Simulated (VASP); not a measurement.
Consider the following.

```
Ti
1.0
    1.38315    -2.39568     0.00000
    1.38315     2.39568     0.00000
    0.00000     0.00000     4.39606
Ti
2
Direct
  0.33333   0.66667   0.25000
  0.66667   0.33333   0.75000
```

Method: PBEsol GGA, VASP's PBE PAW potentials (set 64) (plane waves; VASP). Numerical set-up: 500 eV cut-off, 15×15×8 Γ-centred mesh, first-order Methfessel-Paxton smearing of 0.10 eV, potentials Ti_sv.

Energy and stress use the plane-wave basis of the starting cell.

### Question
The ions, cell shape and volume at an external pressure of 30.0 GPa are relaxed. What does this cell relax into?

### Answer

```
Ti
1.0
    1.35758    -2.35140     0.00000
    1.35758     2.35140     0.00000
    0.00000     0.00000     4.33678
Ti
2
Direct
  0.33333   0.66667   0.25000
  0.66667   0.33333   0.75000
```
Space group P6_3/mmc (194), at a tolerance of 0.03 Å.

### Question
How do energy and volume change from the first to the last step?

### Answer
The energy (σ→0) changes by +112.8 meV/atom and the volume by -5.0 %, in 7 ionic steps.

The compound is Ti in the hcp structure. This run relaxes it under an external pressure of 30 GPa. Symmetry was kept, so distortions that lower it aren't found.
